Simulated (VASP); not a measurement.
Energy against volume of KMgF₃ (cubic perovskite). Calculation: PBE GGA with D4 dispersion, VASP's PBE PAW potentials (set 64) (plane waves; VASP).

```json
[
 {"V (Å³/atom)": "12.265", "E (eV/atom)": "-4.96121"},
 {"V (Å³/atom)": "12.656", "E (eV/atom)": "-4.97095"},
 {"V (Å³/atom)": "13.048", "E (eV/atom)": "-4.97453"},
 {"V (Å³/atom)": "13.439", "E (eV/atom)": "-4.97299"},
 {"V (Å³/atom)": "13.830", "E (eV/atom)": "-4.96697"}
]
```

Task: Fit a third-order Birch-Murnaghan equation of state.

Result: 
| Property | Value |
|---|---|
| volume per atom | 13.11 Å³/atom |
| bulk modulus | 69.1 GPa |
| pressure derivative of the bulk modulus | 4.40 |
| lattice constant a | 4.032 Å |

The compound is KMgF3 in the cubic perovskite structure. It was relaxed first.
